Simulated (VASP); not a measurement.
MnSi (B20) is relaxed at rising pressure, each step from the one before. Symmetry mostly holds the structure type, and other phases were not tried. The mesh follows the cell, and a change of mesh leaves a small step in the series.

Consider the following.

```xyz
8
Lattice="4.4724 0.0000 0.0000 0.0000 4.4724 0.0000 0.0000 0.0000 4.4724" Properties=species:S:1:pos:R:3 pbc="T T T"
Mn     3.8585     2.8502     1.6222
Mn     1.6222     3.8585     2.8502
Mn     0.6140     0.6140     0.6140
Mn     2.8502     1.6222     3.8585
Si     0.6912     1.5450     2.9274
Si     2.9274     0.6912     1.5450
Si     3.7813     3.7813     3.7813
Si     1.5450     2.9274     0.6912
```
Starting moments (μB, in the order of the record's atoms Mn Mn Mn Mn Si Si Si Si): 0.9 0.9 0.9 0.9 0.0 0.0 0.0 0.0.

Method: PBEsol GGA, VASP's PBE PAW potentials (set 64) (plane waves; VASP 6.6.1). Settings: 500 eV cut-off, 7×7×7 Γ-centred mesh, first-order Methfessel-Paxton smearing of 0.10 eV, potentials Mn_pv Si.

The moments were started parallel, and other spin orders were not tried in this run.

| P (GPa) | V (Å³/atom) | H − H(0) (eV/atom) | space group | gap on the mesh (eV) | k-mesh |
|---|---|---|---|---|---|
| 0 | 11.18 | 0.000 | P2_13 | 0.00 | 7×7×7 |
| 5 | 10.94 | 0.345 | P2_13 | 0.00 | 7×7×7 |
| 10 | 10.72 | 0.683 | P2_13 | 0.00 | 7×7×7 |
| 20 | (withheld) | (withheld) | P2_13 | 0.00 | 7×7×7 |
| 30 | (withheld) | (withheld) | P2_13 | 0.00 | 7×7×7 |
| 45 | 9.63 | 2.895 | P2_13 | 0.00 | 7×7×7 |

Question: Fill in the missing entries.

Answer: 
- 20, V (Å³/atom): 10.33
- 20, H − H(0) (eV/atom): 1.341
- 30, V (Å³/atom): 10.01
- 30, H − H(0) (eV/atom): 1.975

Pressures at which the relaxation failed are left out.

The compound is MnSi in the B20 structure.
